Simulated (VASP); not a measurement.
Input:

```yaml
crystal:
  lattice:
    - [3.75259, 0.00000, 0.00000]
    - [0.00000, 3.75259, 0.00000]
    - [0.00000, 0.00000, 3.75259]
  atoms:
    - { symbol: Cu, position: [0.00000, 0.50000, 0.50000] }
    - { symbol: Cu, position: [0.50000, 0.00000, 0.50000] }
    - { symbol: Cu, position: [0.50000, 0.50000, 0.00000] }
    - { symbol: Au, position: [0.00000, 0.00000, 0.00000] }
```

Level of theory: rev-vdW-DF2, VASP's PBE PAW potentials (set 64) (plane waves; VASP). Settings: 520 eV cut-off, 8×8×8 Γ-centred mesh, first-order Methfessel-Paxton smearing of 0.10 eV, potentials Cu Au.

Unless said otherwise, spin-orbit coupling is left out, though it shifts the bands of the heavy elements here.

Question: Predict the energy per atom (σ→0), band gap (on the k-mesh) with the smallest direct gap where there is one.

Answer: 
The band gap (on the k-mesh) is none (metal, semimetal or under 0.01 eV). The energy per atom (σ→0) is -1.209 eV/atom.

Only differences to runs with the same potentials and settings are physical.

The compound is Cu3Au in the L1_2 structure. It was relaxed first.
